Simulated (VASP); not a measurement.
Input of a VASP 6.6.1 run:

The input INCAR:

```
PREC = Accurate
ENCUT = 520
EDIFF = 1E-7
ISMEAR = 0
SIGMA = 0.02
LREAL = False
LASPH = True
NELM = 80
ALGO = Normal
ISIF = 3
LWAVE = False
LCHARG = False
METAGGA = R2SCAN
LMIXTAU = True
IBRION = 2
NSW = 80
EDIFFG = -0.002
```

File KPOINTS:

```
Automatic mesh
0
Gamma
  12 12 6
```

The input POSCAR:

```
ZnO                                     
1.0
    3.2434016474      0.0000000000      0.0000000000
   -1.6217008237      2.8088682186     -0.0000000000
    0.0000000000     -0.0000000000      5.2210915100
  Zn              O             
     2     2
Direct
     0.3333333300000021    0.6666666699999979    0.4994200213972184
     0.6666666699999979    0.3333333300000021    0.9994200213972183
     0.6666666699999979    0.3333333300000021    0.3795899786027826
     0.3333333300000021    0.6666666699999979    0.8795899786027827
```

Potentials or basis: VASP PAW PBE potentials, release 64 (Zn, O).

The run is started by

```sh
$ cat potpaw_PBE.64/Zn/POTCAR potpaw_PBE.64/O/POTCAR > POTCAR
$ mpirun -np 1 vasp_std > vasp.out
```

Problem. What does it give for the band gap on the k mesh?

Solution. 1.22 eV, direct.

Final structure:
```
Zn O
1.0
     3.24340    0.00000    0.00000
    -1.62170    2.80887    0.00000
     0.00000    0.00000    5.22109
Zn O
2 2
Direct
  0.33333 0.66667 0.49942
  0.66667 0.33333 0.99942
  0.66667 0.33333 0.37959
  0.33333 0.66667 0.87959
```

Caveat: the relaxation stopped at its first step, so nothing moved; the PAW data sets were made with another functional, which shifts forces and pressure a little. r2SCAN opens gaps a little over a GGA but as a rule still falls short of measured ones.
